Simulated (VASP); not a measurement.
The input files of a VASP run:

**POSCAR**
```
Sn
5.830
 -0.5000000000   0.5000000000   0.2727272727
  0.5000000000  -0.5000000000   0.2727272727
  0.5000000000   0.5000000000  -0.2727272727
Sn
2
Direct
  0.2500000000   0.7500000000   0.5000000000
  0.0000000000   0.0000000000   0.0000000000
```

**KPOINTS**
```
Automatic mesh
0
Gamma
12 12 12
0 0 0
```

**INCAR**
```
SYSTEM=Sn
PREC=Accurate; ENCUT=400; LREAL=.FALSE.
LASPH=.TRUE.
EDIFF=1E-6; NELM=100; ALGO=Damped
LMAXMIX=4
ISMEAR=1; SIGMA=0.1
GGA=PE
ISIF=2
LWAVE=.FALSE.; LCHARG=.FALSE.
```

POTCAR, in this order: Sn_d (PBE.64 set). Program: vasp_std.

Problem. Translate this PBE calculation to Quantum ESPRESSO's pw.x.

Solution. One equivalent input (not run):
```
&CONTROL
  calculation = 'scf'
  pseudo_dir = './pseudo'
  outdir = './out'
  tprnfor = .true.
  tstress = .true.
/
&SYSTEM
  ibrav = 0
  nat = 2
  ntyp = 1
  ecutwfc = 72
  occupations = 'smearing'
  smearing = 'methfessel-paxton'
  degauss = 0.00735
  input_dft = 'pbe'
/
&ELECTRONS
  conv_thr = 7.3e-08
  electron_maxstep = 100
/
ATOMIC_SPECIES
  Sn 118.710 Sn.upf
CELL_PARAMETERS angstrom
    -2.9150000    2.9150000    1.5900000
     2.9150000   -2.9150000    1.5900000
     2.9150000    2.9150000   -1.5900000
ATOMIC_POSITIONS crystal
  Sn   0.2500000  0.7500000  0.5000000
  Sn   0.0000000  0.0000000  0.0000000
K_POINTS automatic
  12 12 12 0 0 0
```
What does not carry over: the potentials are each code's own (VASP's PAW set, PseudoDojo norm-conserving files in pw.x), so ENCUT and ecutwfc are chosen apart and not converted; conv_thr bounds pw.x's estimated SCF error, while EDIFF bounds the energy change between steps.

The compound is Sn in the beta structure. The cell was not relaxed at this level. The run is one of a series of settings (ALGO = Damped against the base run), some of them coarse on purpose.
